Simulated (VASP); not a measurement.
Given:

```
FeNi3
1.0
    3.50384     0.00000     0.00000
    0.00000     3.50384     0.00000
    0.00000     0.00000     3.50384
Fe Ni
1 3
Direct
  0.00000   0.00000   0.00000
  0.00000   0.50000   0.50000
  0.50000   0.00000   0.50000
  0.50000   0.50000   0.00000
```
Starting moments (μB, in the order of the record's atoms Fe Ni Ni Ni): 3.2 0.7 0.7 0.7.

The numbers are results of r2SCAN+rVV10, VASP's PBE PAW potentials (set 64) (plane waves; VASP), not measurements. Settings: 520 eV cut-off, 10×10×10 Γ-centred mesh, tetrahedra with Blöchl corrections, potentials Fe Ni.

Task: Estimate the cell moment, energy per atom (σ→0), band gap (over mesh and band path) with the smallest direct gap where there is one.

Result: 
The band gap (over mesh and band path) comes out as none (metal, semimetal or under 0.01 eV), the cell moment comes out as 5.23 μB and the energy per atom (σ→0) is -12447 meV/atom.

Task: Give the moment on each site (PAW-sphere projection).

Result: 
```json
[
 {"site": "Fe1", "moment (μB)": "3.17"},
 {"site": "Ni2", "moment (μB)": "0.72"},
 {"site": "Ni3", "moment (μB)": "0.72"},
 {"site": "Ni4", "moment (μB)": "0.72"}
]
```

Only differences to runs with the same potentials and settings are physical.

The compound is Ni3Fe in the L1_2 structure. It was relaxed first.
